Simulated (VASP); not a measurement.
Data:

```xyz
6
Lattice="1.6323 -6.4416 0.0000 1.6323 6.4416 0.0000 0.0000 0.0000 3.2121" Properties=species:S:1:pos:R:3 pbc="T T T"
B      1.6323    -5.6558     0.8030
B      1.6323     5.6558     2.4090
B      1.6323     3.2208     0.8030
B      1.6323    -3.2208     2.4090
Sc     1.6323    -1.3399     0.8030
Sc     1.6323     1.3399     2.4090
```

Level of theory: PBE GGA, VASP's PBE PAW potentials (set 64) (plane waves; VASP). Run with 400 eV cut-off, 5×5×5 Γ-centred mesh, Gaussian smearing of 0.27 eV, potentials B Sc_sv.

At this cut-off the stress carries a Pulay error, which pulls relaxed volumes low.

Question: Which forces act on the atoms, in eV/Å?

Answer: 
| atom | Fx | Fy | Fz |
|---|---|---|---|
| B1 | 0.000 | -2.747 | 0.000 |
| B2 | 0.000 | 2.747 | 0.000 |
| B3 | 0.000 | 0.394 | 0.000 |
| B4 | 0.000 | -0.394 | 0.000 |
| Sc5 | 0.000 | 0.433 | 0.000 |
| Sc6 | 0.000 | -0.433 | 0.000 |

Question: Give the stress tensor in GPa (positive for a compressed cell).

Answer: 
```
8.99  0.00  0.00
0.00  1.03  0.00
0.00  0.00  6.63
```
The pressure is its mean diagonal, 5.55 GPa.

The structure was generated: ScB2 was put into an ordered model structure, which need not be its known phase. The cell was not relaxed at this level. The k-mesh is coarse (spacing up to 0.40 per Å, 2π included), so the numbers may not be converged in it.
